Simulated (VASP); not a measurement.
Output of a VASP run:

OSZICAR:
```
       N       E                     dE             d eps       ncg     rms          rms(c)
DAV:   1     0.353919992688E+02    0.35392E+02   -0.48643E+03  1416   0.832E+02
DAV:   2    -0.169805894874E+02   -0.52373E+02   -0.51340E+02  1684   0.204E+02
DAV:   3    -0.225104616466E+02   -0.55299E+01   -0.54851E+01  2500   0.436E+01
DAV:   4    -0.227940154067E+02   -0.28355E+00   -0.28067E+00  1876   0.938E+00
DAV:   5    -0.228075084851E+02   -0.13493E-01   -0.13489E-01  2196   0.145E+00    0.173E+01
DAV:   6    -0.186332810728E+02    0.41742E+01   -0.36152E+00  2080   0.933E+00    0.117E+01
DAV:   7    -0.186154099866E+02    0.17871E-01   -0.12160E+00  2156   0.866E+00    0.476E+00
DAV:   8    -0.186434300698E+02   -0.28020E-01   -0.52262E-01  1980   0.647E+00    0.382E+00
DAV:   9    -0.187516504556E+02   -0.10822E+00   -0.14038E-01  1656   0.379E+00    0.105E+00
DAV:  10    -0.190375110265E+02   -0.28586E+00   -0.25249E-01  1404   0.534E+00    0.113E+00
DAV:  11    -0.190398787478E+02   -0.23677E-02   -0.94922E-03  1656   0.930E-01    0.300E-01
DAV:  12    -0.190404958319E+02   -0.61708E-03   -0.17168E-03  1884   0.420E-01    0.453E-01
DAV:  13    -0.190404820553E+02    0.13777E-04   -0.41518E-03  1480   0.757E-01    0.448E-02
DAV:  14    -0.190411552171E+02   -0.67316E-03   -0.36269E-04  1480   0.219E-01    0.494E-02
DAV:  15    -0.190412908554E+02   -0.13564E-03   -0.27802E-04  1504   0.183E-01    0.528E-02
DAV:  16    -0.190412872421E+02    0.36132E-05   -0.98938E-05  1476   0.935E-02    0.406E-02
DAV:  17    -0.190413093343E+02   -0.22092E-04   -0.73486E-05  1472   0.873E-02    0.146E-02
DAV:  18    -0.190413136068E+02   -0.42725E-05   -0.67064E-06  1592   0.252E-02    0.579E-03
DAV:  19    -0.190413134020E+02    0.20481E-06   -0.47937E-07   948   0.740E-03
   1 F= -.19041313E+02 E0= -.19039322E+02  d E =-.398357E-02  mag=    -0.0000     0.0000     0.0000
       N       E                     dE             ncg
       N       E                     dE             ncg
```

OUTCAR:
```
------------------------ aborting loop because EDIFF is reached ----------------------------------------
  FORCE on cell =-STRESS in cart. coord.  units (eV):
  Direction    XX          YY          ZZ          XY          YZ          ZX
  --------------------------------------------------------------------------------------
  Total       -0.0265275     -0.0265275     -0.0265275      0.0000000     -0.0000000      0.0000000
  in kB       -0.5840351     -0.5840351     -0.5840351      0.0000000     -0.0000000      0.0000000
  external PRESSURE =      -0.5840351 kB  Pullay stress =       0.0000000 kB
  volume of cell :       72.77
      direct lattice vectors                 reciprocal lattice vectors
     4.174996885  0.000000000  0.000000000     0.239521137  0.000000000  0.000000000
     0.000000000  4.174996885  0.000000000     0.000000000  0.239521137  0.000000000
     0.000000000  0.000000000  4.174996885     0.000000000  0.000000000  0.239521137
 POSITION                                       TOTAL-FORCE (eV/Angst)
 -----------------------------------------------------------------------------------
      0.00000      0.00000      0.00000         0.000000      0.000000      0.000000
      2.08750      2.08750      2.08750         0.000000      0.000000      0.000000
 -----------------------------------------------------------------------------------
    total drift:                                0.000000      0.000000      0.000000
  FREE ENERGIE OF THE ION-ELECTRON SYSTEM (eV)
  ---------------------------------------------------
  free  energy   TOTEN  =       -19.0413134020 eV

  energy  without entropy=      -19.0373298325  energy(sigma->0) =      -19.03932162

 Ion:    1  E_soc:     -0.0000053

 Ion:    2  E_soc:     -0.1634383
```
(Selected blocks of OUTCAR.)

### POSCAR
```
SrMg
1
    4.1749968852    -0.0000000000     0.0000000000
   -0.0000000000     4.1749968852    -0.0000000000
    0.0000000000     0.0000000000     4.1749968852
Mg Sr
1 1
Direct
  0.0000000000   0.0000000000   0.0000000000
  0.5000000000   0.5000000000   0.5000000000
```

Task: Write an INCAR and KPOINTS that could have produced this output.

Result: Several could match; the one computed here: the input of the run itself, r2SCAN+rVV10 with spin-orbit coupling, plane waves, VASP's PBE PAW potentials (set 64).

**KPOINTS**
```
K-points
0
gamma
8 8 8
0 0 0
```

INCAR:
```
# general
SYSTEM    =SrMg
PREC      =Accurate
ENCUT     =400
LREAL     =F
LASPH     =T

# electronic loop
EDIFF     =1E-6
NELM      =100
ALGO      =Normal
LMAXMIX   =4
LMIXTAU   =T

# smearing
ISMEAR    =0
SIGMA     =0.05

# functional
METAGGA   =R2SCAN
LUSE_VDW  =T
BPARAM    =11.95
CPARAM    =0.0093
GGA_COMPAT=F

# spin
MAGMOM    =0 0 0 0 0 0
LSORBIT   =T

# output
LWAVE     =F
LCHARG    =F
```

File KPOINTS_OPT:
```
k-points along high-symmetry lines
8
Line-mode
Reciprocal
  0.000000   0.000000   0.000000 ! GAMMA
  0.000000   0.500000   0.000000 ! X

  0.000000   0.500000   0.000000 ! X
  0.500000   0.500000   0.000000 ! M

  0.500000   0.500000   0.000000 ! M
  0.000000   0.000000   0.000000 ! GAMMA

  0.000000   0.000000   0.000000 ! GAMMA
  0.500000   0.500000   0.500000 ! R

  0.500000   0.500000   0.500000 ! R
  0.000000   0.500000   0.000000 ! X

  0.500000   0.500000   0.500000 ! R
  0.500000   0.500000   0.000000 ! M
```

POTCAR, in this order: Mg Sr_sv (PBE.64 set). Program: vasp_ncl.

The structure comes from a measured SrMg entry (Pm-3m) of the Crystallography Open Database, whose conditions weren't checked. It was relaxed first, which changed the volume by +23 %.
